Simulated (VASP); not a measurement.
VASP input:

File POSCAR:
```
HfO2
1.0
  0.0000000000   2.5399230845   2.5399230845
  2.5399230845   0.0000000000   2.5399230845
  2.5399230845   2.5399230845   0.0000000000
Hf O
1 2
Cart
  0.0000000000   0.0000000000   0.0000000000
  1.2699615422   1.2699615422   1.2699615422
  3.8098846267   3.8098846267   3.8098846267
```

### INCAR
```
SYSTEM = HfO2
PREC = Accurate; ENCUT = 520; LREAL = .FALSE.
LASPH = .TRUE.
EDIFF = 1E-7; NELM = 100; ALGO = Normal
LMAXMIX = 6
ISMEAR = 0; SIGMA = 0.05
ISIF = 2
LWAVE = .FALSE.; LCHARG = .FALSE.
```

### KPOINTS
```
Automatic mesh
0
gamma
9 9 9
```

POTCAR, in this order: Hf_pv O (LDA.64 set). Program: vasp_std.

### Question
Translate this LDA calculation to Quantum ESPRESSO's pw.x.

### Answer
One equivalent input (not run):
```
&CONTROL
  calculation = 'scf'
  pseudo_dir = './pseudo'
  outdir = './out'
  tprnfor = .true.
  tstress = .true.
/
&SYSTEM
  ibrav = 0
  nat = 3
  ntyp = 2
  ecutwfc = 84
  occupations = 'smearing'
  smearing = 'gaussian'
  degauss = 0.003675
  input_dft = 'pz'
/
&ELECTRONS
  conv_thr = 7.3e-09
  electron_maxstep = 100
/
ATOMIC_SPECIES
  Hf 178.490 Hf.upf
  O 15.999 O.upf
CELL_PARAMETERS angstrom
     0.0000000    2.5399231    2.5399231
     2.5399231    0.0000000    2.5399231
     2.5399231    2.5399231    0.0000000
ATOMIC_POSITIONS crystal
  Hf   0.0000000  0.0000000  0.0000000
  O    0.2500000  0.2500000  0.2500000
  O    0.7500000  0.7500000  0.7500000
K_POINTS automatic
  9 9 9 0 0 0
```
The two are equivalent in intent, not identical: the potentials are each code's own (VASP's PAW set, PseudoDojo norm-conserving files in pw.x), so ENCUT and ecutwfc are chosen apart and not converted; conv_thr bounds pw.x's estimated SCF error, while EDIFF bounds the energy change between steps.

The compound is HfO2 in the fluorite structure, the high-temperature cubic form, which is unstable at 0 K; the monoclinic form is the stable one. This cell is one point of a volume scan, at 1.06 of the reference volume.
